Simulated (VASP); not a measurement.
These are LDA (Ceperley-Alder, Perdew-Zunger), VASP's LDA PAW potentials (set 64) (plane waves; VASP) values and carry that method's errors.

Input for VASP

File POSCAR:
```
WS2
1.0
  1.4820262628  -2.5669446905   0.0000000000
  1.4820262628   2.5669446905   0.0000000000
  0.0000000000   0.0000000000  10.7845082518
W S
2 4
Cart
  1.4820262628   0.8556499415   2.6961270630
  1.4820262628  -0.8556499415   8.0883811889
  1.4820262628   0.8556499415   9.6714579579
  1.4820262628  -0.8556499415   4.2792038320
  1.4820262628  -0.8556499415   1.1130502939
  1.4820262628   0.8556499415   6.5053044198
```

INCAR:
```
! general
SYSTEM  = WS2
PREC    = Accurate
ENCUT   = 500   ! plane-wave cut-off (eV)
LREAL   = .FALSE.   ! projection in real space or not
LASPH   = .TRUE.

! electronic loop
EDIFF   = 1E-6   ! SCF stop (eV)
NELM    = 100
ALGO    = Normal
LMAXMIX = 6   ! l cut-off of mixed one-centre charges

! smearing
ISMEAR  = 1   ! Methfessel-Paxton
SIGMA   = 0.1

! ions
IBRION  = 2   ! conjugate gradients
NSW     = 40   ! most ionic steps
ISIF    = 3   ! ions, shape and volume
EDIFFG  = -0.02
PSTRESS = 300   ! kbar

! output
LWAVE   = .FALSE.
LCHARG  = .FALSE.
```

KPOINTS:
```
Automatic mesh
0
Gamma
12 12 3
0 0 0
```

POTCAR, in this order: W_sv S (LDA.64 set). Program: vasp_std.

Unless said otherwise, spin-orbit coupling is left out, though it shifts the bands of the heavy elements here.

What does the run give for the energy per atom (σ→0), volume per atom, band gap (on the k-mesh)?

| Property | Result |
|---|---|
| energy per atom (σ→0) | -8.513 eV/atom |
| band gap (on the k-mesh) | none (metal, semimetal or under 0.01 eV) |
| volume per atom | 13.67 Å^3/atom |

File OSZICAR:
```
...
   3 F= -.35723291E+02 E0= -.35723212E+02  d E =-.100866E-03
       N       E                     dE             d eps       ncg     rms          rms(c)
DAV:   1    -0.510763423443E+02   -0.33832E-02   -0.16942E-02  2356   0.801E-01    0.176E-01
DAV:   2    -0.510762568187E+02    0.85526E-04   -0.12800E-03  2686   0.205E-01    0.876E-02
DAV:   3    -0.510762289910E+02    0.27828E-04   -0.63531E-05  2715   0.559E-02    0.341E-02
DAV:   4    -0.510762189791E+02    0.10012E-04   -0.31505E-05  2884   0.337E-02    0.106E-02
DAV:   5    -0.510762188632E+02    0.11590E-06   -0.22921E-06  2000   0.107E-02
   4 F= -.35723337E+02 E0= -.35723261E+02  d E =-.459453E-04
```

The compound is WS2 in the 2H layered structure. This run relaxes it under an external pressure of 30 GPa. Symmetry was kept, so distortions that lower it aren't found.
